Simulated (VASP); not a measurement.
Write the native input for VASP 6.6.1 that does the following.

| Quantity | Value |
| --- | --- |
| Task | relaxation of cell and atoms |
| Functional | LDA |
| Potentials or basis | VASP PAW LDA potentials, release 64 (B, N) |
| Cutoff | 520 eV |
| k mesh | 15 × 15 × 6 |
| Occupations | gaussian, width 0.02 eV |
| Spin | no spin polarisation |
| Further INCAR settings | ALGO = Fast; EDIFF = 1e-07; IBRION = 2; EDIFFG = -0.002; NSW = 80; ISIF = 3 |

The structure of BN lies in POSCAR:

```
BN
1.0
    2.4982400000      0.0000000000      0.0000000000
   -1.2491200000      2.1635393000      0.0000000000
    0.0000000000      0.0000000000      6.6357000000
B N
2 2
Direct
    0.3333333300      0.6666666700      0.2500000000
    0.6666666700      0.3333333300      0.7500000000
    0.3333333300      0.6666666700      0.7500000000
    0.6666666700      0.3333333300      0.2500000000
```

These files were run (other wordings do the same):

INCAR

```
SYSTEM = BN
  PREC = Accurate
  ENCUT = 520
  EDIFF = 1E-7
  ISMEAR = 0
  SIGMA = 0.02
  LREAL = .False.
  LASPH = .True.
  NELM = 80
  ALGO = Fast
  ISIF = 3
  LWAVE = .False.
  LCHARG = .False.
  GGA = CA
  IBRION = 2
  NSW = 80
  EDIFFG = -0.002
```

KPOINTS

```
Automatic mesh
0
Gamma
  15 15 6
  0 0 0
```

Potentials or basis: VASP PAW LDA potentials, release 64 (B, N).

Launch:

```sh
$ cat potpaw_LDA.64/B/POTCAR potpaw_LDA.64/N/POTCAR > POTCAR
$ mpirun -np 1 vasp_std > vasp.out
```

Results of the run:

- Relaxed volume: 8.68 Å³/atom
- Relaxed cell: a = 2.491 Å, b = 2.491 Å, c = 6.464 Å, α = 90.00°, β = 90.00°, γ = 120.00°
- Space group after relaxing (to 0.05 Å): P6_3/mmc (No. 194)
- Energy gained by relaxing: 1.1 meV/atom
- Ionic steps: 12
- Pressure after relaxing: 0.0 GPa
- Band gap on the k mesh: 4.07 eV, indirect (least direct gap 4.45 eV)

Caveat: an odd mesh through Γ misses points on the zone boundary, where band edges often lie.

Wall time 3.4 min on 1 thread of Intel(R) Xeon(R) Platinum 8488C (Sapphire Rapids), with other jobs on the host, peak memory 0.16 GiB.
